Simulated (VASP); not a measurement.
An input for Ansatz (written as the equivalent of a VASP run, and not itself run):

Ansatz 0.2 input:
```yaml
crystal:
  lattice:
    - [-1.6250000, 1.6250000, 2.4750000]
    - [1.6250000, -1.6250000, 2.4750000]
    - [1.6250000, 1.6250000, -2.4750000]
  atoms:
    - { symbol: In, position: [0.0000000, 0.0000000, 0.0000000] }
kpoints:
  mp_grid: { grid: [14, 14, 14] }
hamiltonian:
  xc: pbe
  pseudopotentials: { kind: paw }
scf:
  occupations: { method: methfessel_paxton, width: 0.1 }
  max_iter: 100
output: { forces: true, stress: true, eigenvalues: true }
```

### Question
Translate this input to VASP (INCAR, KPOINTS, POSCAR, choice of POTCAR).

### Answer
This is not unique; one that fits is 
### POSCAR
```
In
1
   -1.6250000000     1.6250000000     2.4750000000
    1.6250000000    -1.6250000000     2.4750000000
    1.6250000000     1.6250000000    -2.4750000000
In
1
Direct
  0.0000000000   0.0000000000   0.0000000000
```

**INCAR**
```
ALGO=Normal
EDIFF=1E-6
ENCUT=400
GGA=PE
ISIF=2
ISMEAR=1
LASPH=T
LCHARG=F
LMAXMIX=4
LREAL=F
LWAVE=F
NELM=100
PREC=Accurate
SIGMA=0.1
SYSTEM=In
```

**KPOINTS**
```
Regular mesh
0
gamma
  14 14 14
```

POTCAR, in this order: In_d (PBE.64 set). Program: vasp_std.

What does not carry over: each code has its own PAW files, so the cut-off isn't converted (ENCUT is set for VASP's; basis.ecutwfc is left out, and Ansatz then takes the one that its files recommend); Ansatz stops its SCF on the density residual and VASP on the energy change (EDIFF).

The compound is In in the bct structure. The cell was not relaxed at this level.
